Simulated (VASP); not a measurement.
Input:

```xyz
1
Lattice="-2.1300 2.1300 2.1300 2.1300 -2.1300 2.1300 2.1300 2.1300 -2.1300" Properties=species:S:1:pos:R:3 pbc="T T T"
Na     0.0000     0.0000     0.0000
```

The numbers are results of AM05 GGA, VASP's PBE PAW potentials (set 64) (plane waves; VASP), not measurements. Run with 520 eV cut-off, 11×11×11 Γ-centred mesh, first-order Methfessel-Paxton smearing of 0.10 eV, potentials Na_pv.

Energy and stress use the plane-wave basis of the starting cell.

### Question
The ions, cell shape and volume are relaxed. What does this cell relax into?

### Answer

```xyz
1
Lattice="-2.0997 2.0997 2.0997 2.0997 -2.0997 2.0997 2.0997 2.0997 -2.0997" Properties=species:S:1:pos:R:3 pbc="T T T"
Na     0.0000     0.0000     0.0000
```
Space group Im-3m (229), at a tolerance of 0.03 Å.

### Question
How do energy and volume change from the first to the last step?

### Answer
The energy (σ→0) changes by -1.1 meV/atom and the volume by -4.2 %, in 5 ionic steps.

| step | E(σ→0) (eV) | max force (eV/Å) | pressure (GPa) | volume (Å³) |
|---|---|---|---|---|
| 1 | -1.3061 | 0.000 | -0.26 | 38.65 |
| 2 | -1.3067 | 0.000 | -0.16 | 38.30 |
| 3 | -1.3069 | 0.000 | -0.15 | 38.12 |
| 4 | -1.3072 | 0.000 | -0.06 | 37.75 |
| 5 | -1.3073 | 0.000 | 0.03 | 37.03 |

The compound is Na in the bcc structure. This run relaxes it. Symmetry was kept, so distortions that lower it aren't found.
